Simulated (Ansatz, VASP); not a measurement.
# LiCl in two plane-wave programs

Aim: how closely do two programs agree when they are given the same cell, functional and k mesh? The cell is taken from a series of runs on this material, whose earlier steps may have relaxed, scaled, displaced or heated it; both programs get it as it stands.

Method: plane waves, with VASP 6.6.1 beside it; HSE06, in Ansatz 0.2.0.

## Step 1: The structure

Symmetry: Fm-3m, No. 225, cubic system. The conventional cell has a = 5.148 Å, b = 5.148 Å, c = 5.148 Å, α = 90.00°, β = 90.00°, γ = 90.00°. Nearest to Li lie 6 Cl at 2.57 Å. Cl has 6 Li at 2.57 Å nearest. Farther neighbours and most contacts between anions are not listed.

Coordinates:

```
Li Cl
1.0
     0.00000    2.57410    2.57410
     2.57410    0.00000    2.57410
     2.57410    2.57410    0.00000
Li Cl
1 1
Direct
  0.00000 0.00000 0.00000
  0.50000 0.50000 0.50000
```

## Step 2: VASP: single point, HSE06

With cell and atoms fixed, the geometry can't cause a difference; cores, projectors, grids and the points listed under the comparison can.

Lines of VASP's logs that name or quote its potential files are left out, and so is its time.

The run reads the wave functions of an earlier VASP run, which isn't shown here.

Contents of INCAR:

```
SYSTEM = LiCl
PREC = Accurate
ENCUT = 650
EDIFF = 1E-06
NELM = 100
ISMEAR = 0
SIGMA = 0.01
LREAL = .FALSE.
ALGO = Normal
LHFCALC = .TRUE.
AEXX = 0.25
GGA = PE
HFSCREEN = 0.208
LASPH = .TRUE.
NBANDS = 11
PRECFOCK = Fast
LORBIT = 11
LWAVE = .FALSE.
LCHARG = .FALSE.
KPAR = 8
ISIF = 2
```

Contents of POSCAR:

```
LiCl
1.0
    0.0000000000      2.5741019214      2.5741019214
    2.5741019214      0.0000000000      2.5741019214
    2.5741019214      2.5741019214      0.0000000000
Li Cl
1 1
Direct
    0.0000000000      0.0000000000      0.0000000000
    0.5000000000      0.5000000000      0.5000000000
```

Contents of KPOINTS:

```
Automatic mesh
0
Gamma
6 6 6
0 0 0
```

PAW data sets: Li_sv and Cl (PBE family, release 64).

The run is started by

```sh
mpirun -np 8 vasp_std
```

Numbers of over 12 decimals in the logs are rounded to 6 here.

The log of the run:

```text
[banner, memory and clock lines left out]
running    8 mpi-ranks, on    1 nodes
 distrk:  each k-point on    1 cores,    8 groups
 distr:  one band on    1 cores,    1 groups

 POSCAR found type information on POSCAR LiCl
 POSCAR found :  2 types and       2 ions
|                                                                             |
|           W    W    AA    RRRRR   N    N  II  N    N   GGGG   !!!           |
|           W    W   A  A   R    R  NN   N  II  NN   N  G    G  !!!           |
|           W    W  A    A  R    R  N N  N  II  N N  N  G       !!!           |
|           W WW W  AAAAAA  RRRRR   N  N N  II  N  N N  G  GGG   !            |
|           WW  WW  A    A  R   R   N   NN  II  N   NN  G    G                |
|           W    W  A    A  R    R  N    N  II  N    N   GGGG   !!!           |
|                                                                             |
|     For optimal performance we recommend to set                             |
|       NCORE = 2 up to number-of-cores-per-socket                            |
|     NCORE specifies how many cores store one orbital (NPAR=cpu/NCORE).      |
|     This setting can greatly improve the performance of VASP for DFT.       |
|     The default, NCORE=1 might be grossly inefficient on modern             |
|     multi-core architectures or massively parallel machines. Do your        |
|     Unfortunately you need to use the default for GW and RPA                |
|     calculations (for HF NCORE is supported but not extensively tested      |
|     yet).                                                                   |
|                                                                             |

 LDA part: xc-table for (Slater+PW92), standard interpolation
 found WAVECAR, reading the header
 POSCAR, INCAR and KPOINTS ok, starting setup
 FFT: planning ... GRIDC
 FFT: planning ... GRID_SOFT
 FFT: planning ... GRID
 reading WAVECAR
 the WAVECAR file was read successfully
 initial charge from wavefunction
 entering main loop
       N       E                     dE             d eps       ncg     rms          rms(c)
DAV:   1    -0.845631679663E+01   -0.84563E+01   -0.13671E-01   355   0.317E+00    0.445E-01
DAV:   2    -0.845752285780E+01   -0.12061E-02   -0.43924E-03   462   0.576E-01    0.302E-01
DAV:   3    -0.845743990220E+01    0.82956E-04   -0.15621E-04   469   0.110E-01    0.179E-01
DAV:   4    -0.845740505946E+01    0.34843E-04   -0.22169E-05   422   0.398E-02    0.106E-01
DAV:   5    -0.845739578948E+01    0.92700E-05   -0.10982E-05   526   0.266E-02    0.631E-02
DAV:   6    -0.845739357040E+01    0.22191E-05   -0.28531E-06   402   0.151E-02    0.370E-02
DAV:   7    -0.845739312162E+01    0.44878E-06   -0.11942E-06   385   0.103E-02
   1 F= -.84573931E+01 E0= -.84573931E+01  d E =-.465434E-81
```

From OUTCAR (step 2):

```text
ion  position               nearest neighbor table
   1  0.000  0.000  0.000-   2 2.57   2 2.57   2 2.57   2 2.57   2 2.57   2 2.57
   2  0.500  0.500  0.500-   1 2.57   1 2.57   1 2.57   1 2.57   1 2.57   1 2.57

  LATTYP: Found a face centered cubic cell.
 ALAT       =     5.1482038428

 Subroutine GETGRP returns: Found 48 space group operations
 (whereof 48 operations were pure point group operations)

The static configuration has the point symmetry O_h .

 Found     16 irreducible k-points:

   k-points           NKPTS =     16   k-points in BZ     NKDIM =    216   number of bands    NBANDS=     11

   dimension x,y,z NGX =    30 NGY =   30 NGZ =   30
   dimension x,y,z NGXF=    60 NGYF=   60 NGZF=   60

   ENCUT  =  650.0 eV  47.77 Ry    6.91 a.u.   7.57  7.57  7.57*2*pi/ulx,y,z

   NELECT =      10.0000    total number of electrons

 k-points in reciprocal lattice and weights: Automatic mesh
   0.00000000  0.00000000  0.00000000       0.005
   0.16666667  0.00000000  0.00000000       0.037
   0.33333333  0.00000000  0.00000000       0.037
   0.50000000  0.00000000  0.00000000       0.019
   0.16666667  0.16666667  0.00000000       0.028
   0.33333333  0.16666667  0.00000000       0.111
   0.50000000  0.16666667  0.00000000       0.111
  -0.33333333  0.16666667  0.00000000       0.111
  -0.16666667  0.16666667  0.00000000       0.056
[...]
-0.33333333  0.33333333  0.16666667       0.111
  -0.33333333  0.50000000  0.16666667       0.056

  exchange ACFDT corr.  =         0.00000000  see jH, gK, PRB 81, 115126

 average (electrostatic) potential at core
       1 -56.5621       2 -88.8414

 E-fermi :  -0.3297

 k-point     1 :       0.0000    0.0000    0.0000
  band No.  band energies     occupation
      1     -46.7524      2.00000
      2     -15.0852      2.00000
      3      -0.4631      2.00000
      4      -0.4631      2.00000
      5      -0.4631      2.00000
      6       7.1997      0.00000
      7      12.9889      0.00000
      8      12.9889      0.00000
      9      12.9889      0.00000
     10      15.6910      0.00000
    ...

 k-point     2 :       0.1667    0.0000    0.0000
  band No.  band energies     occupation
      1     -46.7519      2.00000
      2     -14.9457      2.00000
      3      -1.3629      2.00000
      4      -0.5376      2.00000
      5      -0.5376      2.00000
      6       7.9131      0.00000
      7      11.9250      0.00000
      8      12.5791      0.00000
      9      12.5791      0.00000
     10      14.3168      0.00000
    ...

 k-point     3 :       0.3333    0.0000    0.0000
  band No.  band energies     occupation
      1     -46.7504      2.00000
      2     -14.6424      2.00000
      3      -2.8213      2.00000
      4      -0.6764      2.00000
      5      -0.6764      2.00000
      6       7.9622      0.00000
      7      11.0846      0.00000
      8      11.0846      0.00000
      9      12.7921      0.00000
     10      16.2814      0.00000
    ...

  Total       -0.1566167     -0.1566167     -0.1566167     -0.0000000      0.0000000      0.0000000
  in kB       -7.3559962     -7.3559962     -7.3559962     -0.0000000      0.0000000      0.0000000
  external PRESSURE =      -7.3559962 kB  Pullay stress =       0.0000000 kB

  energy-cutoff  :      650.00
  volume of cell :       34.11
      direct lattice vectors                 reciprocal lattice vectors
     0.000000000  2.574101921  2.574101921    -0.194242503  0.194242503  0.194242503
     2.574101921  0.000000000  2.574101921     0.194242503 -0.194242503  0.194242503
     2.574101921  2.574101921  0.000000000     0.194242503  0.194242503 -0.194242503

 POSITION                                       TOTAL-FORCE (eV/Angst)
 -----------------------------------------------------------------------------------
      0.00000      0.00000      0.00000         0.000000     -0.000000      0.000000
      2.57410      2.57410      2.57410        -0.000000      0.000000     -0.000000
 -----------------------------------------------------------------------------------
    total drift:                                0.000000      0.000001      0.000001

  FREE ENERGIE OF THE ION-ELECTRON SYSTEM (eV)
  ---------------------------------------------------
  free  energy   TOTEN  =        -8.4573931216 eV

  energy  without entropy=       -8.4573931216  energy(sigma->0) =       -8.45739312

 total charge
# of ion       s       p       d       tot
------------------------------------------
    1        2.004   0.034   0.000   2.038
    2        1.583   3.609   0.000   5.192
--------------------------------------------------
tot          3.587   3.643   0.000   7.230

[... 3 further parts left out ...]
```

The run ends at a pressure of -0.74 GPa.

## Step 3: Ansatz: single point, HSE06

Ansatz runs on its PAW soft_1 files.

The same cell, functional and mesh now go to Ansatz, which takes its cutoff from its data sets.

Contents of input.yaml:

```yaml
crystal:
  lattice:
    - [0.0, 2.5741019214, 2.5741019214]
    - [2.5741019214, 0.0, 2.5741019214]
    - [2.5741019214, 2.5741019214, 0.0]
  atoms:
    - { symbol: Li, position: [0.0, 0.0, 0.0] }
    - { symbol: Cl, position: [0.5, 0.5, 0.5] }
kpoints:
  mp_grid: { grid: [6, 6, 6] }
  band_path:
    path:
      - [0.0, 0.0, 0.0]
      - [0.5, 0.0, 0.5]
      - [0.625, 0.25, 0.625]
      - [0.375, 0.375, 0.75]
      - [0.5, 0.5, 0.5]
      - [0.5, 0.25, 0.75]
      - [0.075, 0.075, 0.15]
    npoints: 1
hamiltonian:
  xc: hse06
  pseudopotentials: { kind: paw, azcp: { folder: soft_1 } }
scf:
  occupations: { method: fixed }
  n_extra_bands: 4
output:
  eigenvalues: true
```

The run is started by

```sh
ansatz run input.yaml --threads 24 --pin off --max-ram 82944MiB --backend cuda --events-out ev --progress --plain --runs-dir out --devices 1 --max-vram 78GiB
```

The log of the run:

```text
scf.n_extra_bands = 4 over 5 filled bands (N_el = 10.0): the run solves 9 bands
GPUs: using 1 of 1 available (devices: 1).
Engine: ansatz 0.2.0, aarch64-unknown-linux-gnu
Pseudopotentials: kind: paw
Pseudopotential: Li, paw, valence charge 3, recommended cutoff 420 eV (normal), soft_1/Li.paw.azcp
Pseudopotential: Cl, paw, valence charge 7, recommended cutoff 420 eV (normal), soft_1/Cl.paw.azcp
Functional definition: HSE06
  parameter a = 0.25
  parameter omega = 0.11/bohr
  exchange = pbe_x - a*pbe_x_sr(omega) + a*exact_x_sr(omega)
  correlation = pbe_c
davidson cushion auto → on  (no smearing: the cushion is to keep the highest requested band from converging to the state above it; pin scf.eigensolver.cushion to override)
device memory: the entry about to start is reckoned to put 0.4 GiB on a device that reports 150.3 GiB free (of which the cap on the GPU budget leaves the run 78.0 GiB)
GPU FFT provider: cuFFT
GPU libraries: cuBLAS 13.8.1, cuFFT 12.4.0, cuSOLVER 12.3.2
GPU matrix products: emulated (plane waves: as basis.precision tells), large ones in fixed point in workspaces of 1.00 GiB
Crystal: 2 atoms, lattice volume = 34.112 Å³
Basis set: ecut = 420 eV, 645 PW (Γ)
Bands: 9, of which v1, the nominal top of the filled ones, is band 5 counted from 1 (4 counted from 0)
Symmetry: 48 space group operations
Space group: Fm-3m (ITA 225), of the structure as read, at distance tolerance 3.2e-5 Å
k-points: 16 of 216
Non-local potential: Li, projectors of the file, l = 0: 3, l = 1: 2, l = 2: 1
Non-local potential: Cl, projectors of the file, l = 0: 2, l = 1: 2, l = 2: 1
PAW form: soft (Blöchl's): semilocal exchange-correlation on the pseudo side does not see the compensation charge
PAW frozen core: Cl, regenerated for the run's functional, and the local potential with it (the file was generated under x = pbe(κ = 0.804, μ = 0.219515), c = pbe(β = 0.066725))
PAW one-centre angular grid: Li, 110 points (default); XC on 160 Gauss nodes
PAW one-centre angular grid: Cl, 110 points (default); XC on 64 Gauss nodes
Initial density: superposition of atomic densities (chi_scale 0.1, normalization cell, long waves kept (reshape's long-wave potential 0.00 eV rms))
Initial wavefunctions: pseudopotential atomic-orbital guess
GPU buffer pool allocated for 15625 grid points (all kernels)
GPU transforms: local potential and band sums: pruned to the plane-wave sphere, on 25×25×25
Functional: x = pbe(κ = 0.804, μ = 0.219515), c = pbe(β = 0.066725), warm-up for x = pbe(κ = 0.804, μ = 0.219515) + 0.25 (exact − pbe) at short range (hse, ω = 0.207870 Å⁻¹), c = pbe(β = 0.066725); HSE06 as pw.x's `hse` composes it (authors' and Libxc's form: `xc: wpbeh`)
SCF iter   1: F=—  HF=-1287.807409 eV  |F-HF|=—  |Δ(HF+E_count)|=         —  Δρ=2.86e-2  dr2=1.95e-1  ethr=1.00e-1  ⟨swp⟩=5.8  Hψ=563  notcnv=0
preconditioner: auto → none  [insulator: Δε(μ)=5.834 eV  Ē_g=13.734 eV  n_scr=8 (ndim 8)  ℏωp=18.0 eV  f_vac=0.000]
SCF iter   2: F=—  HF=-1287.824316 eV  |F-HF|=—  |Δ(HF+E_count)|=   1.69e-2  Δρ=1.36e-2  dr2=4.23e-2  ethr=1.95e-3  ⟨swp⟩=3.7  Hψ=428  notcnv=0
iter 3 solved again at ethr=2.61e-5 eV; its pass at ethr=4.23e-4 eV (dr2=2.61e-3 eV) is discarded
SCF iter   3: F=-1287.832708 eV  HF=-1287.834087 eV  |F-HF|=1.38e-3  |Δ(HF+E_count)|=   9.77e-3  Δρ=2.95e-3  dr2=2.63e-3  ethr=2.61e-5  ⟨swp⟩=2.2  Hψ=780  notcnv=0
SCF 1 stopped early in 3 iterations: F = -1287.832708 eV  dr2 = 2.63e-3
  greatest PAW one-centre occupation: 0.999 electrons in one spin orbital (limit 2), on the Li atom at site 0 (counted from 0), in its partial waves of l = 0
device memory: the entry about to start is reckoned to put 1.1 GiB on a device that reports 150.3 GiB free (of which the cap on the GPU budget leaves the run 78.0 GiB)
GPU FFT provider: cuFFT
GPU libraries: cuBLAS 13.8.1, cuFFT 12.4.0, cuSOLVER 12.3.2
GPU matrix products: emulated (plane waves: as basis.precision tells), large ones in fixed point in workspaces of 1.00 GiB
Initial density: handed on by an earlier stage of this run
Initial wavefunctions: those handed on with the density
GPU buffer pool allocated for 15625 grid points (all kernels)
GPU transforms: local potential and band sums: pruned to the plane-wave sphere, on 25×25×25
Functional: x = pbe(κ = 0.804, μ = 0.219515) + 0.25 (exact − pbe) at short range (hse, ω = 0.207870 Å⁻¹), c = pbe(β = 0.066725); HSE06 as pw.x's `hse` composes it (authors' and Libxc's form: `xc: wpbeh`)
Exchange kernel: α = 0.2500, screened, ω = 0.2079 Å⁻¹, Wigner–Seitz truncation, v(0) = 1045.8732 eV·Å³, q-mesh 6×6×6, nearest image of the exchange supercell L = 21.84 Å, pair-density grid 15×15×15, without the augmentation charges, whose exchange is taken in its separable form by FFT convolution over the k-point mesh (sized by the pseudopotential files, 20×20×20 at the most), smooth part of the exact exchange by density-matrix convolution in up to 1.65 GiB of GPU memory as planned if the GPU has room (build and FFT work areas not counted)
Frozen-core exchange: fock
SCF iter   1: F=—  HF=-1288.688207 eV  |F-HF|=—  |Δ(HF+E_count)|=         —  Δρ=5.15e-3  dr2=5.48e-3  ethr=2.63e-4  ⟨swp⟩=4.0  Hψ=553  notcnv=0
preconditioner: auto → none  [insulator: Δε(μ)=7.560 eV  Ē_g=15.913 eV  n_scr=8 (ndim 8)  ℏωp=18.0 eV  f_vac=0.000]
SCF iter   2: F=—  HF=-1288.687669 eV  |F-HF|=—  |Δ(HF+E_count)|=   5.38e-4  Δρ=1.71e-3  dr2=8.17e-4  ethr=4.98e-5  ⟨swp⟩=3.1  Hψ=409  notcnv=0
SCF iter   3: F=—  HF=-1288.689094 eV  |F-HF|=—  |Δ(HF+E_count)|=   1.43e-3  Δρ=5.02e-4  dr2=9.96e-5  ethr=6.25e-6  ⟨swp⟩=2.9  Hψ=372  notcnv=0
SCF iter   4: F=—  HF=-1288.689089 eV  |F-HF|=—  |Δ(HF+E_count)|=   4.99e-6  Δρ=1.69e-4  dr2=6.86e-6  ethr=8.43e-7  ⟨swp⟩=3.0  Hψ=419  notcnv=0
SCF iter   5: F=-1288.689102 eV  HF=-1288.689102 eV  |F-HF|=2.65e-7  |Δ(HF+E_count)|=   1.33e-5  Δρ=3.53e-5  dr2=8.76e-7  ethr=5.36e-8  ⟨swp⟩=3.2  Hψ=447  notcnv=0
SCF 2 stopped early in 5 iterations: F = -1288.689102 eV  dr2 = 8.76e-7
hybrid outer 1: dexx = +1.584e-3 eV, tail = 3.98e-6 eV
GPU FFT provider: cuFFT
GPU libraries: cuBLAS 13.8.1, cuFFT 12.4.0, cuSOLVER 12.3.2
GPU matrix products: emulated (plane waves: as basis.precision tells), large ones in fixed point in workspaces of 1.00 GiB
GPU buffer pool allocated for 15625 grid points (all kernels)
GPU transforms: local potential and band sums: pruned to the plane-wave sphere, on 25×25×25
Exchange kernel: α = 0.2500, screened, ω = 0.2079 Å⁻¹, Wigner–Seitz truncation, v(0) = 1045.8732 eV·Å³, q-mesh 6×6×6, nearest image of the exchange supercell L = 21.84 Å, pair-density grid 15×15×15, without the augmentation charges, whose exchange is taken in its separable form by FFT convolution over the k-point mesh (sized by the pseudopotential files, 20×20×20 at the most), smooth part of the exact exchange by density-matrix convolution in up to 1.65 GiB of GPU memory as planned if the GPU has room (build and FFT work areas not counted)
Frozen-core exchange: fock
SCF iter   1: F=—  HF=-1288.689122 eV  |F-HF|=—  |Δ(HF+E_count)|=         —  Δρ=2.05e-5  dr2=1.36e-7  ethr=1.99e-7  ⟨swp⟩=2.0  Hψ=352  notcnv=0
preconditioner: auto → none  [insulator: Δε(μ)=7.659 eV  Ē_g=15.973 eV  n_scr=8 (ndim 8)  ℏωp=18.0 eV  f_vac=0.000]
iter 2 solved again at ethr=2.11e-11 eV; its pass at ethr=1.35e-9 eV (dr2=2.11e-9 eV) is discarded
SCF iter   2: F=-1288.689122 eV  HF=-1288.689122 eV  |F-HF|=1.94e-9  |Δ(HF+E_count)|=   1.05e-8  Δρ=5.45e-6  dr2=4.18e-9  ethr=2.11e-11  ⟨swp⟩=2.5  Hψ=846  notcnv=0
SCF 3 converged in 2 iterations: F = -1288.689122 eV  dr2 = 4.18e-9
hybrid outer 2: dexx = +1.788e-8 eV, tail = 9.06e-9 eV, Δε = 1.77e-3 eV (about 1.25e-4 eV left of the loop's levels)
device memory: the entry about to start is reckoned to put 0.3 GiB on a device that reports 150.3 GiB free (of which the cap on the GPU budget leaves the run 78.0 GiB)
NSCF: frozen V_eff on 7 k-points
hybrid SCF converged: 2 outer / 7 inner (+3 warm-up), last move |dexx| = 1.79e-8 eV, tail = 9.06e-9 eV
Stability not checked: this state was not tested for a lower state beside it, because the functional holds exact exchange (a hybrid, or Hartree-Fock), whose exchange loop this test does not read (fock_operator; see scf.lower_state_search)
Free energy (F): -1288.689122 eV
Frozen-core exchange: fock
Harris-Foulkes:  -1288.689122 eV  (|F-HF|=1.94e-9)
Internal energy: -1288.689122 eV  (E = F + TS)
E sigma→0 (E₀):  -1288.689122 eV
Fermi energy:    0.634012 eV
--- Per-component energies (eV) ---
  E_band       = -122.311541
  E_kinetic    = 169.902379
  E_local      = -329.493795  (includes V_loc(G=0)·N_el)
  E_nonlocal   = 11.341603
  E_hartree    = 96.975808
  E_xc         = -94.451457
  E_vxc        = -103.460900  (∫ρ·V_xc dr)
  E_exx        = -26.833433  (= α·E_x^exact, valence–valence)
  E_paw        = -680.116258  (= ΣΔE_a)
  E_vpaw       = -10.885937  (= ΣTr[D̂ρ^β])
  E_aug_tail   = 0.000350  (compensation charges beyond the density's cutoff)
  E_ewald      = -435.903170
  E_core_change = -0.111150  (= ΣΔE_core)
  E_smearing   = -0.000000  (= −TS)
  E_closure    = -0.000000  (closes the sum)
  Σ components = -1288.689122   (vs F -1288.689122, Δ=0.00e0)
--- Band table (eV; the first three rows and the last of 16) ---
  k-point 0: bands = ["-45.6535", "-13.9849", "0.6340", "0.6340", "0.6340", "8.2927", "13.9915", "13.9915", "13.9915"]
  k-point 1: bands = ["-45.6528", "-13.8457", "-0.2655", "0.5596", "0.5596", "9.0082", "12.9733", "13.6163", "13.6163"]
  k-point 2: bands = ["-45.6514", "-13.5435", "-1.7233", "0.4212", "0.4212", "9.0562", "12.1449", "12.1449", "13.8629"]
  k-point 15: bands = ["-45.6494", "-13.1271", "-2.0304", "-1.1038", "-0.4990", "10.7672", "11.4109", "13.5054", "13.5829"]
```

## Step 4: Differences

Known differences besides the potentials themselves: exact exchange at q = 0 is treated differently, which shows on coarse meshes; VASP keeps PBE cores, Ansatz makes them for the functional; fixed occupations in Ansatz, narrow Gaussian smearing in VASP; the cutoff is 420 eV in Ansatz and 650 eV in VASP; VASP takes a coarser grid for exact exchange (PRECFOCK = Fast). Total energies have different zeros and are not compared.

The two programs side by side:

```csv
quantity,Ansatz,VASP,difference
gap on the k mesh (eV),7.659,7.663,-0.004
```

A gap on the mesh is an upper bound, since the band edges may lie between its points.

## Step 5: Results

- difference in gap on the k mesh (single point, HSE06): -0.0041 eV

What this shows: The difference in gap on the k mesh is -0.0041 eV (single point, HSE06), within the 0.08 eV picked in this series as the mark of a large difference. Such differences can come from data sets, numerical settings and the points named under the comparisons, not from the functional's error against experiment.

[Lines on the potential files, build, host, timing and source positions are cut from VASP's logs without a mark.]

[Logs are printed without paths, hosts, clocks, repeated set-up lines and the standing remarks that a program may print on its own settings, such as how far it seeks lower states.]

[Hosts, paths, dates, database ids (printed as entryN), source tags and the programs' standing remarks are cut or masked in the printed files.]
